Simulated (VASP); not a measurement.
Computed with PBE GGA, VASP's PBE PAW potentials (set 64) (plane waves; VASP).

A VASP calculation is set up with these files.

### KPOINTS
```
k-points along high-symmetry lines
15
Line-mode
Reciprocal
  0.000000   0.000000   0.000000 ! GAMMA
  0.500000   0.000000   0.500000 ! X

  0.500000   0.000000   0.500000 ! X
  0.625000   0.250000   0.625000 ! U

  0.375000   0.375000   0.750000 ! K
  0.000000   0.000000   0.000000 ! GAMMA

  0.000000   0.000000   0.000000 ! GAMMA
  0.500000   0.500000   0.500000 ! L

  0.500000   0.500000   0.500000 ! L
  0.500000   0.250000   0.750000 ! W

  0.500000   0.250000   0.750000 ! W
  0.500000   0.000000   0.500000 ! X
```

**POSCAR**
```
KBr
1
    0.0000000000     3.3528727643     3.3528727643
    3.3528727643     0.0000000000     3.3528727643
    3.3528727643     3.3528727643     0.0000000000
K Br
1 1
Direct
  0.0000000000   0.0000000000   0.0000000000
  0.5000000000   0.5000000000   0.5000000000
```

**INCAR**
```
ALGO = Normal
EDIFF = 1E-7
ENCUT = 400
GGA = PE
ICHARG = 11
ISMEAR = 0
LASPH = .TRUE.
LCHARG = .FALSE.
LMAXMIX = 4
LORBIT = 11
LREAL = .FALSE.
LWAVE = .FALSE.
NELM = 100
PREC = Accurate
SIGMA = 0.05
SYSTEM = KBr
```

POTCAR, in this order: K_sv Br (PBE.64 set). Program: vasp_std. Read from the step before: CHGCAR.

Output of the run:

File OSZICAR:
```
       N       E                     dE             d eps       ncg     rms          rms(c)
DAV:   1     0.889895424694E+02    0.88990E+02   -0.60771E+03  2160   0.948E+02
DAV:   2    -0.641401928260E-01   -0.89054E+02   -0.82602E+02  2692   0.239E+02
DAV:   3    -0.564969551042E+01   -0.55856E+01   -0.55525E+01  2740   0.562E+01
DAV:   4    -0.587603251147E+01   -0.22634E+00   -0.22614E+00  3792   0.101E+01
DAV:   5    -0.587736097821E+01   -0.13285E-02   -0.13284E-02  2732   0.822E-01
DAV:   6    -0.587739611668E+01   -0.35138E-04   -0.35138E-04  3220   0.907E-02
DAV:   7    -0.587739644549E+01   -0.32881E-06   -0.32881E-06  2996   0.115E-02
DAV:   8    -0.587739644984E+01   -0.43442E-08   -0.43285E-08  2196   0.130E-03
   1 F= -.58773964E+01 E0= -.58773964E+01  d E =-.787789E-14
```

### OUTCAR
```
 val. band max:       -1.9224966415   @ k =   0.0000   0.0000   0.0000

 cond. band min:       2.3863571386   @ k =   0.0000   0.0000   0.0000



 k-point     1 :       0.0000    0.0000    0.0000
  band No.  band energies     occupation
      1     -29.8088      2.00000
      2     -14.1601      2.00000
      3     -13.2818      2.00000
      4     -13.2818      2.00000
      5     -13.2818      2.00000
      6      -1.9225      2.00000
      7      -1.9225      2.00000
      8      -1.9225      2.00000
      9       2.3864      0.00000
     10       5.6673      0.00000
     11       5.6673      0.00000
     12       5.6673      0.00000

 k-point     2 :       0.0357    0.0000    0.0357
  band No.  band energies     occupation
      1     -29.8087      2.00000
      2     -14.1636      2.00000
      3     -13.2822      2.00000
      4     -13.2822      2.00000
      5     -13.2768      2.00000
      6      -1.9492      2.00000
      7      -1.9268      2.00000
      8      -1.9268      2.00000
      9       2.4297      0.00000
     10       5.6301      0.00000
     11       5.6981      0.00000
     12       5.6981      0.00000

 k-point     3 :       0.0714    0.0000    0.0714
  band No.  band energies     occupation
      1     -29.8085      2.00000
      2     -14.1728      2.00000
      3     -13.2832      2.00000
      4     -13.2832      2.00000
      5     -13.2632      2.00000
      6      -2.0235      2.00000
      7      -1.9393      2.00000
      8      -1.9393      2.00000
      9       2.5538      0.00000
     10       5.5260      0.00000
     11       5.7897      0.00000
     12       5.7897      0.00000

 k-point     4 :       0.1071    0.0000    0.1071
  band No.  band energies     occupation
      1     -29.8082      2.00000
      2     -14.1853      2.00000
      3     -13.2850      2.00000
      4     -13.2850      2.00000
      5     -13.2443      2.00000
      6      -2.1308      2.00000
      7      -1.9588      2.00000
...
```

The density is held fixed in this step, so its total energy and stress have no physical meaning.

The structure was generated: KBr was put into the rock salt type (Fm-3m), which need not be its known phase. It was relaxed first, which changed the volume by -11 %.
